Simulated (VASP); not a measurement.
Runs of VASP 6.6.1 on BaOs. It takes space group Pm-3m (No. 221, cubic). The conventional cell has a = 3.627 Å, b = 3.627 Å, c = 3.627 Å, α = 90.00°, β = 90.00°, γ = 90.00°. Ba (site symmetry m-3m) has 8 Os at 3.14 Å as nearest neighbours. Os (site symmetry m-3m) has 8 Ba at 3.14 Å as nearest neighbours. The cell comes from a database or a generator and needn't be the stable form of this composition.

| cell | gap on the mesh (eV) | pressure (GPa) |
| --- | --- | --- |
| Pm-3m, 23.86 Å³/atom | none | (a) |
| Pm-3m, 29.45 Å³/atom | none | -7.0 |
| Pm-3m, 31.36 Å³/atom | none | -8.4 |
| Pm-3m, 23.93 Å³/atom | none | 2.7 |

Alike in all rows: task single point; level PBEsol; potentials or basis VASP PAW PBE potentials, release 64 (Ba_sv, Os); no spin polarisation; k mesh 8 × 8 × 8; cutoff (eV) 520; smearing gaussian 0.05 eV.

Q: Estimate the missing entries.

A: (a) 2.9.

Caveats: the PAW data sets were made with another functional, which shifts forces and pressure a little.

A k mesh can miss the band edges, and the runs leave out spin-orbit coupling on Ba, Os.

A gap of «none» marks a metal or a gap under the smearing width.
